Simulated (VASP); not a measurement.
These are optB88-vdW, VASP's PBE PAW potentials (set 64) (plane waves; VASP) values and carry that method's errors.

The input files of a VASP run:

POSCAR:
```
C bilayer
1.0
  2.4653306075   0.0000000000   0.0000000000
 -1.2326653038   2.1350384383   0.0000000000
  0.0000000000   0.0000000000  19.1995310158
C
4
direct
  0.0000000000   0.0000000000   0.4133300000
  0.6666670000   0.3333330000   0.4133300000
  0.0000000000   0.0000000000   0.5866700000
  0.3333330000   0.6666670000   0.5866700000
```

**INCAR**
```
# general
SYSTEM    =  C bilayer
PREC      =  Normal
ENCUT     =  500
LREAL     =  F
LASPH     =  T

# electronic loop
EDIFF     =  1E-5
NELM      =  100
NELMIN    =  4
ALGO      =  Normal

# smearing
ISMEAR    =  1
SIGMA     =  0.1

# functional
GGA       =  BO
LUSE_VDW  =  T
AGGAC     =  0.0
PARAM1    =  0.1833333333
PARAM2    =  0.22

# ions
IBRION    =  2
NSW       =  50
ISIF      =  4
EDIFFG    =  -0.03

# output
LWAVE     =  T
LCHARG    =  F
```

File KPOINTS:
```
Automatic mesh
0
Gamma
24 24 1
0 0 0
```

POTCAR, in this order: C (PBE.64 set). Program: vasp_std.

What VASP printed:

OUTCAR:
```
 ion  position               nearest neighbor table
   1  0.000  0.000  0.413-   2 1.42   2 1.42   2 1.42
   2  0.667  0.333  0.413-   1 1.42   1 1.42   1 1.42
   3  0.000  0.000  0.587-   4 1.42   4 1.42   4 1.42
   4  0.333  0.667  0.587-   3 1.42   3 1.42   3 1.42
  LATTYP: Found a hexagonal cell.
 ALAT       =     2.4653306075
 C/A-ratio  =     7.7878118892
 Subroutine PRICEL returns:
 Original cell was already a primitive cell.
 Subroutine GETGRP returns: Found 12 space group operations
The static configuration has the point symmetry D_3d.
The dynamic configuration has the point symmetry D_3d.
 Subroutine INISYM returns: Found 12 space group operations
 Subroutine IBZKPT returns following result:
 Found     61 irreducible k-points:

 Following reciprocal coordinates:
            Coordinates               Weight
  0.000000  0.000000  0.000000      1.000000
  0.041667  0.000000  0.000000      6.000000
  0.083333  0.000000  0.000000      6.000000
  0.125000  0.000000  0.000000      6.000000
  0.166667  0.000000  0.000000      6.000000
  0.208333  0.000000  0.000000      6.000000
...
```

OSZICAR:
```
       N       E                     dE             d eps       ncg     rms          rms(c)
DAV:   1     0.118852048834E+03    0.11885E+03   -0.66033E+03  1464   0.103E+03
DAV:   2    -0.215637531562E+02   -0.14042E+03   -0.12679E+03  2416   0.225E+02
DAV:   3    -0.342163469660E+02   -0.12653E+02   -0.12408E+02  1728   0.792E+01
DAV:   4    -0.345108120365E+02   -0.29447E+00   -0.29333E+00  1892   0.148E+01
DAV:   5    -0.345200921686E+02   -0.92801E-02   -0.92696E-02  1840   0.251E+00    0.896E+00
DAV:   6    -0.326211312639E+02    0.18990E+01   -0.19649E+00  1736   0.959E+00    0.516E+00
DAV:   7    -0.319786435701E+02    0.64249E+00   -0.24926E+00  1812   0.107E+01    0.134E+00
DAV:   8    -0.319712766247E+02    0.73669E-02   -0.96608E-02  1788   0.220E+00    0.176E-01
DAV:   9    -0.319699610637E+02    0.13156E-02   -0.49730E-03  1864   0.536E-01    0.104E-01
DAV:  10    -0.319664629070E+02    0.34982E-02   -0.18809E-03  1844   0.294E-01    0.803E-02
DAV:  11    -0.319656787688E+02    0.78414E-03   -0.57595E-04  1760   0.173E-01    0.373E-02
DAV:  12    -0.319655885801E+02    0.90189E-04   -0.41699E-04  1584   0.139E-01    0.189E-02
DAV:  13    -0.319657883458E+02   -0.19977E-03   -0.73370E-05  1600   0.688E-02    0.120E-02
DAV:  14    -0.319659110356E+02   -0.12269E-03   -0.51759E-05  1672   0.597E-02    0.675E-03
DAV:  15    -0.319659813291E+02   -0.70293E-04   -0.41793E-05  1628   0.514E-02    0.465E-03
DAV:  16    -0.319660498293E+02   -0.68500E-04   -0.40729E-05  1584   0.404E-02    0.365E-03
DAV:  17    -0.319661324919E+02   -0.82663E-04   -0.11464E-05  1520   0.305E-02    0.199E-03
DAV:  18    -0.319661509454E+02   -0.18453E-04   -0.47529E-06  1164   0.291E-02    0.259E-03
DAV:  19    -0.319661475654E+02    0.33799E-05   -0.75062E-07  1048   0.962E-03
   1 F= -.31966148E+02 E0= -.31966082E+02  d E =-.319661E+02
```

### OUTCAR
```
------------------------ aborting loop because EDIFF is reached ----------------------------------------
  FORCE on cell =-STRESS in cart. coord.  units (eV):
  Direction    XX          YY          ZZ          XY          YZ          ZX
  --------------------------------------------------------------------------------------
  Total        0.0531065      0.0531065      0.0368746     -0.0000000     -0.0000000      0.0000000
  in kB        0.8419511      0.8419507      0.5846110     -0.0000000     -0.0000000      0.0000000
  external PRESSURE =       0.7561709 kB  Pullay stress =       0.0000000 kB
  volume of cell :      101.06
      direct lattice vectors                 reciprocal lattice vectors
     2.465330607  0.000000000  0.000000000     0.405625110  0.234187821  0.000000000
    -1.232665304  2.135038438  0.000000000     0.000000000  0.468375642  0.000000000
     0.000000000  0.000000000 19.199531016     0.000000000  0.000000000  0.052084606
 POSITION                                       TOTAL-FORCE (eV/Angst)
 -----------------------------------------------------------------------------------
      0.00000      0.00000      7.93574         0.000000     -0.000000      0.006111
      1.23267      0.71168      7.93574        -0.000000      0.000000     -0.014615
      0.00000      0.00000     11.26379        -0.000000      0.000000     -0.006111
     -0.00000      1.42336     11.26379         0.000000      0.000000      0.014615
 -----------------------------------------------------------------------------------
    total drift:                               -0.000000     -0.000000      0.000000
  FREE ENERGIE OF THE ION-ELECTRON SYSTEM (eV)
  ---------------------------------------------------
  free  energy   TOTEN  =       -31.9661475654 eV

  energy  without entropy=      -31.9659516800  energy(sigma->0) =      -31.96608227

 reached required accuracy - stopping structural energy minimisation
```
(Selected blocks of OUTCAR.)

### OUTCAR
```
 val. band max:       -1.3101107787   @ k =   0.3333   0.3333   0.0000

 cond. band min:      -1.3101086873   @ k =   0.3333   0.3333   0.0000


 Fermi energy:        -1.3101099404

 k-point     1 :       0.0000    0.0000    0.0000
  band No.  band energies     occupation
      1     -20.8229      2.00000
      2     -20.6588      2.00000
      3      -9.4109      2.00000
      4      -8.3761      2.00000
      5      -4.4486      2.00000
      6      -4.4486      2.00000
      7      -4.4386      2.00000
      8      -4.4386      2.00000
      9       1.7367      0.00000
     10       2.1431      0.00000
     11       2.5282      0.00000
     12       4.1285      0.00000

 k-point     2 :       0.0417    0.0000    0.0000
  band No.  band energies     occupation
      1     -20.7819      2.00000
      2     -20.6182      2.00000
      3      -9.3612      2.00000
      4      -8.3280      2.00000
      5      -4.6147      2.00000
      6      -4.6023      2.00000
      7      -4.5364      2.00000
      8      -4.5247      2.00000
      9       1.7924      0.00000
     10       2.1990      0.00000
     11       2.5847      0.00000
     12       4.1846      0.00000

 k-point     3 :       0.0833    0.0000    0.0000
  band No.  band energies     occupation
      1     -20.6589      2.00000
      2     -20.4964      2.00000
      3      -9.2123      2.00000
      4      -8.1840      2.00000
      5      -5.0878      2.00000
      6      -5.0697      2.00000
      7      -4.7815      2.00000
      8      -4.7663      2.00000
      9       1.9593      0.00000
     10       2.3665      0.00000
     11       2.7543      0.00000
     12       4.3529      0.00000

 k-point     4 :       0.1250    0.0000    0.0000
  band No.  band energies     occupation
      1     -20.4542      2.00000
      2     -20.2938      2.00000
      3      -8.9651      2.00000
      4      -7.9454      2.00000
      5      -5.8070      2.00000
      6      -5.7812      2.00000
...
```

The cell is a sheet with vacuum, built from C (graphite).
